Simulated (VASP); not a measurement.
An input for Quantum ESPRESSO's pw.x (written as the equivalent of a VASP run, and not itself run):

```
&CONTROL
  calculation = 'vc-relax'
  pseudo_dir = './pseudo'
  outdir = './out'
  tprnfor = .true.
  tstress = .true.
  nstep = 40
  forc_conv_thr = 0.00078
/
&SYSTEM
  ibrav = 0
  nat = 2
  ntyp = 2
  ecutwfc = 60.3
  occupations = 'smearing'
  smearing = 'gaussian'
  degauss = 0.003675
  input_dft = 'pbe'
/
&ELECTRONS
  conv_thr = 7.3e-08
  electron_maxstep = 100
/
&IONS
/
&CELL
  press = 50
/
ATOMIC_SPECIES
  Tl 204.380 Tl.upf
  Cl 35.450 Cl.upf
CELL_PARAMETERS angstrom
     3.7049825    0.0000000    0.0000000
     0.0000000    3.7049825    0.0000000
    -0.0000000    0.0000000    3.7049825
ATOMIC_POSITIONS crystal
  Tl   0.0000000  0.0000000  0.0000000
  Cl   0.5000000  0.5000000  0.5000000
K_POINTS automatic
  7 7 7 0 0 0
```

Problem. Translate this input to VASP (INCAR, KPOINTS, POSCAR, choice of POTCAR).

Solution. One answer among several that fit: 
**POSCAR**
```
TlCl
1
    3.7049825484     0.0000000000     0.0000000000
    0.0000000000     3.7049825484     0.0000000000
   -0.0000000000     0.0000000000     3.7049825484
Tl Cl
1 1
Direct
  0.0000000000   0.0000000000   0.0000000000
  0.5000000000   0.5000000000   0.5000000000
```

KPOINTS:
```
Automatic mesh
0
gamma
 7 7 7
```

**INCAR**
```
IBRION  =  2   # conjugate gradients
EDIFF  =  1E-6   # SCF stop (eV)
ALGO  =  Normal   # blocked Davidson
SIGMA  =  0.05
NSW  =  40
LMAXMIX  =  4
LCHARG  =  F
LWAVE  =  F
LASPH  =  T
LREAL  =  F
ENCUT  =  500
EDIFFG  =  -0.02
ISMEAR  =  0
ISIF  =  3   # ions, shape and volume
SYSTEM  =  TlCl
PSTRESS  =  50
GGA  =  PE   # PBE
PREC  =  Accurate
NELM  =  100
```

POTCAR, in this order: Tl_d Cl (PBE.64 set). Program: vasp_std.

What does not carry over: the potentials are each code's own (VASP's PAW set, PseudoDojo norm-conserving files in pw.x), so ENCUT and ecutwfc are chosen apart and not converted; conv_thr bounds pw.x's estimated SCF error, while EDIFF bounds the energy change between steps; forc_conv_thr acts on force components and is met together with etot_conv_thr.

The compound is TlCl in the CsCl type structure. It was relaxed first under an external pressure of 5 GPa.
